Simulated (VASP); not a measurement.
Method: PBE GGA, VASP's PBE PAW potentials (set 64) (plane waves; VASP).

VASP input:

POSCAR:
```
CuAu
1
    2.8009448431     0.0000000000    -0.0000000000
    0.0000000000     2.8009448431    -0.0000000000
    0.0000000000     0.0000000000     3.7008459539
Cu Au
1 1
Direct
  0.0000000000   0.0000000000   0.0000000000
  0.5000000000   0.5000000000   0.5000000000
```

**KPOINTS**
```
K-points
0
gamma
 13 13 10
0 0 0
```

INCAR:
```
ALGO  =  Normal
EDIFF  =  1E-6
EDIFFG  =  -0.02
ENCUT  =  500
GGA  =  PE
IBRION  =  2
ISIF  =  3
ISMEAR  =  1
LASPH  =  .TRUE.
LCHARG  =  .FALSE.
LMAXMIX  =  6
LREAL  =  .FALSE.
LWAVE  =  .FALSE.
NELM  =  100
NSW  =  40
PREC  =  Accurate
PSTRESS  =  50
SIGMA  =  0.1
SYSTEM  =  CuAu
```

POTCAR, in this order: Cu Au (PBE.64 set). Program: vasp_std.

Output of the run:

### OUTCAR
```
 ion  position               nearest neighbor table
   1  0.000  0.000  0.000-   2 2.71   2 2.71   2 2.71   2 2.71   2 2.71   2 2.71   2 2.71   2 2.71
  LATTYP: Found a simple tetragonal cell.
 ALAT       =     2.8009448431
 C/A-ratio  =     1.3212848382
 Subroutine PRICEL returns:
 Original cell was already a primitive cell.
 Subroutine GETGRP returns: Found 16 space group operations
The static configuration has the point symmetry D_4h.
The dynamic configuration has the point symmetry D_4h.
 Subroutine INISYM returns: Found 16 space group operations
 Subroutine IBZKPT returns following result:
 Found    168 irreducible k-points:

 Following reciprocal coordinates:
            Coordinates               Weight
  0.000000  0.000000  0.000000      1.000000
  0.076923  0.000000  0.000000      4.000000
  0.153846  0.000000  0.000000      4.000000
  0.230769  0.000000  0.000000      4.000000
  0.307692  0.000000  0.000000      4.000000
  0.384615  0.000000  0.000000      4.000000
  0.461538  0.000000  0.000000      4.000000
  0.076923  0.076923  0.000000      4.000000
  0.153846  0.076923  0.000000      8.000000
  0.230769  0.076923  0.000000      8.000000
  0.307692  0.076923  0.000000      8.000000
  0.384615  0.076923  0.000000      8.000000
  0.461538  0.076923  0.000000      8.000000
  0.153846  0.153846  0.000000      4.000000
  0.230769  0.153846  0.000000      8.000000
  0.307692  0.153846  0.000000      8.000000
  0.384615  0.153846  0.000000      8.000000
  0.461538  0.153846  0.000000      8.000000
  0.230769  0.230769  0.000000      4.000000
  0.307692  0.230769  0.000000      8.000000
  0.384615  0.230769  0.000000      8.000000
  0.461538  0.230769  0.000000      8.000000
  0.307692  0.307692  0.000000      4.000000
  0.384615  0.307692  0.000000      8.000000
  0.461538  0.307692  0.000000      8.000000
  0.384615  0.384615  0.000000      4.000000
  0.461538  0.384615  0.000000      8.000000
  0.461538  0.461538  0.000000      4.000000
  0.000000  0.000000  0.100000      2.000000
  0.076923  0.000000  0.100000      8.000000
  0.153846  0.000000  0.100000      8.000000
  0.230769  0.000000  0.100000      8.000000
  0.307692  0.000000  0.100000      8.000000
  0.384615  0.000000  0.100000      8.000000
  0.461538  0.000000  0.100000      8.000000
  0.076923  0.076923  0.100000      8.000000
  0.153846  0.076923  0.100000     16.000000
  0.230769  0.076923  0.100000     16.000000
  0.307692  0.076923  0.100000     16.000000
  0.384615  0.076923  0.100000     16.000000
   k-points           NKPTS =    168   k-points in BZ     NKDIM =    168   number of bands    NBANDS=     15
   number of dos      NEDOS =    301   number of ions     NIONS =      2
   total plane-waves  NPLWV =  11200
   dimension x,y,z NGX =    20 NGY =   20 NGZ =   28
   dimension x,y,z NGXF=    40 NGYF=   40 NGZF=   56
   ions per type =               1   1
   PREC   = accura    normal or accurate (medium, high low for compatibility)
   ISTART =      0    job   : 0-new  1-cont  2-samecut
   ICHARG =      2    charge: 1-file 2-atom 10-const
   ISPIN  =      1    spin polarized calculation?
   LNONCOLLINEAR =      F non collinear calculations
   LSORBIT =      F    spin-orbit coupling
   INIWAV =      1    electr: 0-lowe 1-rand  2-diag
   ENCUT  =  500.0 eV  36.75 Ry    6.06 a.u.   5.11  5.11  6.75*2*pi/ulx,y,z
   NELM   =    100;   NELMIN=  2; NELMDL= -5     # of ELM steps
   EDIFF  = 0.1E-05   stopping-criterion for ELM
   LREAL  =      F    real-space projection
   NLSPLINE    = F    spline interpolate recip. space projectors
   LMAXMIX     =    6 max onsite mixed and CHGCAR
...
```

**OSZICAR**
```
       N       E                     dE             d eps       ncg     rms          rms(c)
DAV:   1     0.129636631206E+03    0.12964E+03   -0.11256E+04  5245   0.203E+03
DAV:   2    -0.358271313696E+01   -0.13322E+03   -0.12700E+03  5145   0.329E+02
DAV:   3    -0.797854284328E+01   -0.43958E+01   -0.42981E+01  6413   0.700E+01
DAV:   4    -0.802505046315E+01   -0.46508E-01   -0.46497E-01  5720   0.610E+00
DAV:   5    -0.802638935987E+01   -0.13389E-02   -0.13389E-02  7568   0.115E+00    0.116E+01
DAV:   6    -0.747598438247E+01    0.55040E+00   -0.82347E+00  5145   0.835E+01    0.552E+00
DAV:   7    -0.711287103071E+01    0.36311E+00   -0.31852E+00  6203   0.886E+01    0.579E+00
DAV:   8    -0.705400111540E+01    0.58870E-01   -0.28068E-01  6727   0.139E+01    0.274E+00
DAV:   9    -0.704729835624E+01    0.67028E-02   -0.19676E-02  7823   0.311E+00    0.115E-01
DAV:  10    -0.704703350199E+01    0.26485E-03   -0.23379E-03  6506   0.686E-01    0.704E-02
DAV:  11    -0.704703804239E+01   -0.45404E-05   -0.55020E-05  5803   0.777E-02    0.450E-02
DAV:  12    -0.704703264519E+01    0.53972E-05   -0.51450E-06  6268   0.810E-02    0.287E-03
DAV:  13    -0.704703247700E+01    0.16818E-06   -0.45906E-07  3193   0.176E-02
   1 F= -.61409462E+01 E0= -.61409761E+01  d E =-.614095E+01
```

File OUTCAR:
```
------------------------ aborting loop because EDIFF is reached ----------------------------------------
  FORCE on cell =-STRESS in cart. coord.  units (eV):
  Direction    XX          YY          ZZ          XY          YZ          ZX
  --------------------------------------------------------------------------------------
  Total        0.9098269      0.9098269      0.8889554      0.0000000      0.0000000      0.0000000
  in kB       50.2064190     50.2064190     49.0546785      0.0000000      0.0000000      0.0000000
  external PRESSURE =      -0.1774945 kB  Pullay stress =      50.0000000 kB
  volume of cell :       29.03
      direct lattice vectors                 reciprocal lattice vectors
     2.800944843  0.000000000  0.000000000     0.357022382  0.000000000  0.000000000
     0.000000000  2.800944843  0.000000000     0.000000000  0.357022382  0.000000000
     0.000000000  0.000000000  3.700845954     0.000000000  0.000000000  0.270208491
 POSITION                                       TOTAL-FORCE (eV/Angst)
 -----------------------------------------------------------------------------------
      0.00000      0.00000      0.00000         0.000000      0.000000      0.000000
      1.40047      1.40047      1.85042         0.000000      0.000000      0.000000
 -----------------------------------------------------------------------------------
    total drift:                               -0.000000      0.000000      0.000000
  FREE ENERGIE OF THE ION-ELECTRON SYSTEM (eV)
  ---------------------------------------------------
  free  energy   TOTEN  =        -7.0470324770 eV

  energy  without entropy=       -7.0471221270  energy(sigma->0) =       -7.04706236
  enthalpy is  TOTEN    =        -6.1409462198 eV   P V=        0.9060862572

 reached required accuracy - stopping structural energy minimisation
```
(Selected blocks of OUTCAR.)

The compound is CuAu in the L1_0 structure. It was relaxed first under an external pressure of 5 GPa.
